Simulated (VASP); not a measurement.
VASP ran on this input.

**INCAR**
```
SYSTEM = CuAu
PREC = Accurate
ENCUT = 400
EDIFF = 1E-6
NELM = 100
ALGO = Normal
LREAL = .FALSE.
LASPH = .TRUE.
ISMEAR = 0
SIGMA = 0.001
GGA = PE
LMAXMIX = 6
LWAVE = .FALSE.
LCHARG = .FALSE.
ISIF = 2
```

### POSCAR
```
CuAu
1
    2.8560000000     0.0000000000     0.0000000000
    0.0000000000     2.8560000000     0.0000000000
    0.0000000000     0.0000000000     3.7434000000
Cu Au
1 1
Direct
  0.0000000000   0.0000000000   0.0000000000
  0.5000000000   0.5000000000   0.5000000000
```

KPOINTS:
```
Automatic mesh
0
Gamma
3 3 2
0 0 0
```

POTCAR, in this order: Cu Au (PBE.64 set). Program: vasp_std.

The run wrote:

**standard output**
```
 POSCAR found type information on POSCAR CuAu
 POSCAR found :  2 types and       2 ions
 Reading from existing POTCAR
 Reading from existing POTCAR
 LDA part: xc-table for (Slater+PW92), standard interpolation
 POSCAR, INCAR and KPOINTS ok, starting setup
 WAVECAR not read
 entering main loop
       N       E                     dE             d eps       ncg     rms          rms(c)
DAV:   1     0.109858348231E+03    0.10986E+03   -0.97637E+03   196   0.167E+03
DAV:   2    -0.510372813592E+01   -0.11496E+03   -0.10817E+03   180   0.290E+02
DAV:   3    -0.843843765232E+01   -0.33347E+01   -0.32993E+01   215   0.585E+01
DAV:   4    -0.847657421433E+01   -0.38137E-01   -0.38129E-01   230   0.558E+00
DAV:   5    -0.847780674741E+01   -0.12325E-02   -0.12325E-02   259   0.973E-01    0.103E+01
DAV:   6    -0.798958397409E+01    0.48822E+00   -0.93938E+00   188   0.886E+01    0.560E+00
DAV:   7    -0.746323877101E+01    0.52635E+00   -0.26798E+00   216   0.815E+01    0.423E+00
DAV:   8    -0.744121752000E+01    0.22021E-01   -0.17093E-01   268   0.792E+00    0.218E+00
DAV:   9    -0.743509786248E+01    0.61197E-02   -0.26517E-02   282   0.519E+00    0.213E-01
DAV:  10    -0.743418842547E+01    0.90944E-03   -0.60382E-03   254   0.239E+00    0.622E-02
DAV:  11    -0.743419220725E+01   -0.37818E-05   -0.34229E-04   274   0.545E-01    0.257E-02
DAV:  12    -0.743418419688E+01    0.80104E-05   -0.34335E-05   246   0.166E-01    0.452E-03
DAV:  13    -0.743418358141E+01    0.61547E-06   -0.63174E-07   174   0.143E-02
   1 F= -.74341836E+01 E0= -.74341336E+01  d E =-.998675E-04
```

OUTCAR:
```
------------------------ aborting loop because EDIFF is reached ----------------------------------------
  FORCE on cell =-STRESS in cart. coord.  units (eV):
  Direction    XX          YY          ZZ          XY          YZ          ZX
  --------------------------------------------------------------------------------------
  Total       -1.0847306     -1.0847306     -0.4931600      0.0000000     -0.0000000      0.0000000
  in kB      -56.9180271    -56.9180271    -25.8771090      0.0000000     -0.0000000      0.0000000
  external PRESSURE =     -46.5710544 kB  Pullay stress =       0.0000000 kB
  volume of cell :       30.53
      direct lattice vectors                 reciprocal lattice vectors
     2.856000000  0.000000000  0.000000000     0.350140056  0.000000000  0.000000000
     0.000000000  2.856000000  0.000000000     0.000000000  0.350140056  0.000000000
     0.000000000  0.000000000  3.743400000     0.000000000  0.000000000  0.267136827
 POSITION                                       TOTAL-FORCE (eV/Angst)
 -----------------------------------------------------------------------------------
      0.00000      0.00000      0.00000         0.000000      0.000000      0.000000
      1.42800      1.42800      1.87170         0.000000      0.000000      0.000000
 -----------------------------------------------------------------------------------
    total drift:                               -0.000000      0.000000      0.000000
  FREE ENERGIE OF THE ION-ELECTRON SYSTEM (eV)
  ---------------------------------------------------
  free  energy   TOTEN  =        -7.4341835814 eV

  energy  without entropy=       -7.4340837139  energy(sigma->0) =       -7.43413365
```
(Selected blocks of OUTCAR.)

### Question
Read input and log: which fault does this run have?
(A) the lattice vectors carry noise near SYMPREC
(B) a metal was run with a tiny SIGMA on a coarse mesh
(C) simple mixing (IMIX = 1) with AMIX above 1 overshoots
(D) one atom is typed twice, on or next to the same site

### Answer
B, a metal was run with a tiny SIGMA on a coarse mesh. The run ends without an error. Against the sound run, the energy per atom (σ→0) drops by 0.192 eV/atom; the pressure falls by 2.40 GPa.

To mend it, set ISMEAR = 1, set SIGMA = 0.1, correct KPOINTS.
### KPOINTS
```
Automatic mesh
0
Gamma
10 10 7
0 0 0
```
The mended run (PBE GGA, plane waves, VASP's PBE PAW potentials (set 64)) converges, and its OSZICAR ends with
```
   1 F= -.70510364E+01 E0= -.70508627E+01  d E =-.521145E-03
```

The compound is CuAu in the L1_0 structure. The cell was not relaxed at this level.
